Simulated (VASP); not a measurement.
Consider the following.

```xyz
4
Lattice="3.9898 0.0000 0.0000 0.0000 3.9898 0.0000 0.0000 0.0000 5.0321" Properties=species:S:1:pos:R:3 pbc="T T T"
Pb     1.9949     0.0000     3.8460
Pb     0.0000     1.9949     1.1860
O      1.9949     1.9949     0.0000
O      0.0000     0.0000     0.0000
```

The numbers are results of PBEsol GGA, VASP's PBE PAW potentials (set 64) (plane waves; VASP 6.6.1), not measurements. Run with 580 eV cut-off, 5×5×4 Γ-centred mesh, Gaussian smearing of 0.050 eV, potentials Pb_d O.

Without a dispersion term in the relaxation, distances and binding between the weakly bound layers, chains or molecules are unreliable, and so is what depends on them.

Q: What does the run give for the energy per atom (σ→0)?

A: 
```yaml
energy per atom (σ→0): -5.719 eV/atom
```

Total energies compare only between runs with the same potentials, cut-off and functional.

The compound is PbO in the litharge structure. It was relaxed first. The start is the result of an earlier pass.
